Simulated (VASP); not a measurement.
Input:

```
CELL_PARAMETERS angstrom
      3.31834     0.00000     0.00000
     -1.65917     2.87377     0.00000
      0.00000     0.00000    19.68119
ATOMIC_POSITIONS crystal
  W  0.66667 0.33333 0.50000
  Se 0.33333 0.66667 0.41550
  Se 0.33333 0.66667 0.58450
```

All values below come from r2SCAN meta-GGA, VASP's PBE PAW potentials (set 64) (plane waves; VASP 6.6.1). Numerical set-up: 400 eV cut-off, 9×9×1 Γ-centred mesh, tetrahedra with Blöchl corrections, potentials W_sv Se.

The cell holds a wide vacuum, so values per volume refer to the whole cell. Unless said otherwise, spin-orbit coupling is left out, though it shifts the bands of the heavy elements here.

Problem. Give the energies of bands 7 to 16 at the high-symmetry points, in eV from the valence-band maximum.

Solution. 
| band | Γ | M | K |
|---|---|---|---|
| 7 | -6.40 | -6.55 | -5.55 |
| 8 | -2.55 | -5.24 | -5.46 |
| 9 | -2.55 | -4.36 | -4.51 |
| 10 | -2.22 | -3.19 | -3.94 |
| 11 | -1.38 | -2.23 | -3.42 |
| 12 | -1.38 | -1.10 | -2.45 |
| 13 | -0.25 | -1.02 | 0.00 |
| 14 | 3.07 | 2.49 | 1.63 |
| 15 | 3.07 | 2.89 | 3.11 |
| 16 | 3.25 | 4.05 | 3.70 |

The gap is direct, 1.63 eV, from the valence maximum at K to the conduction minimum at K.

The cell is a sheet with vacuum, built from a generated structure.
